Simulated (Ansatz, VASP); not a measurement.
This is a calculation of GaF for VASP 6.6.1.

Contents of INCAR:

```
PREC = Accurate
ENCUT = 520
EDIFF = 1E-6
ISMEAR = -1
SIGMA = 0.05
LREAL = F
LASPH = T
NELM = 100
ALGO = Normal
ISIF = 2
LWAVE = F
LCHARG = F
GGA = PE
NBANDS = 17
```

Contents of KPOINTS:

```
Automatic mesh
0
Gamma
  8 8 8
```

File POSCAR:

```
GaF
1.0
    3.1868869687      0.0000000000      0.0000000000
    0.0000000000      3.1868869687      0.0000000000
    0.0000000000      0.0000000000      3.1868869687
Ga F
1 1
Direct
    0.0000000000      0.0000000000      0.0000000000
    0.5000000000      0.5000000000      0.5000000000
```

Potentials or basis: VASP PAW PBE potentials, release 64 (Ga_d, F).

Launch:

```sh
$ cat potpaw_PBE.64/Ga_d/POTCAR potpaw_PBE.64/F/POTCAR > POTCAR
$ mpirun -np 1 vasp_std > vasp.out
```

**Question.** Translate it to Ansatz 0.2.0. Potentials there: Ansatz PAW.

**Answer.** As run (the cutoff follows the program's own potentials):

File input.yaml:

```yaml
crystal:
  lattice:
    - [3.1868869687, 0.0, 0.0]
    - [0.0, 3.1868869687, 0.0]
    - [0.0, 0.0, 3.1868869687]
  atoms:
    - { symbol: Ga, position: [0.0, 0.0, 0.0] }
    - { symbol: F, position: [0.5, 0.5, 0.5] }
hamiltonian:
  xc: pbe
  pseudopotentials: { kind: paw }
kpoints:
  mp_grid: { grid: [8, 8, 8] }
scf:
  occupations: { method: fermi_dirac, width: 0.05 }
output:
  forces: true
  stress: true
  eigenvalues: true
```

Potentials or basis: Ansatz PAW.

Command:

```sh
$ ansatz run input.yaml --threads 1 --pin off --max-ram 3584MiB --backend cpu --events-out ev --progress --plain --runs-dir out
```

Both were run:

|  | VASP | Ansatz | Ansatz less VASP |
| --- | --- | --- | --- |
| gap on the k mesh at the Fermi level (eV) | 0.48 | 0.48 | +0.004 |
| least direct gap on the mesh (eV) | 1.18 | 1.19 | +0.007 |
| pressure (GPa) | -1.0 | -0.8 | +0.18 |

The functional is the same, so the differences come from potentials, cutoffs and numerics.

Caveats: the pressure holds a Pulay correction of +0.4 GPa for the finite cutoff (Ansatz).
